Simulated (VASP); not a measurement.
Input:

```
CELL_PARAMETERS angstrom
      0.00000     2.72253     2.72253
      2.72253     0.00000     2.72253
      2.72253     2.72253     0.00000
ATOMIC_POSITIONS crystal
  Al 0.00000 0.00000 0.00000
  P  0.75000 0.75000 0.75000
```

Computed with PBE GGA, VASP's PBE PAW potentials (set 64) (plane waves; VASP 6.6.1). Settings: 300 eV cut-off, 8×8×8 Γ-centred mesh, Gaussian smearing of 0.020 eV, potentials Al P.

Problem. Estimate the energy per atom (σ→0), pressure, band gap (on the k-mesh) with the smallest direct gap where there is one.

Solution. 
```yaml
band gap (on the k-mesh): 1.56 eV
smallest direct gap (on the k-mesh): 3.38 eV
energy per atom (σ→0): -5180 meV/atom
pressure: 2.86 GPa
```

The structure comes from a computed database's AlP entry; how it stands against other phases isn't given here. The cell was not relaxed at this level.
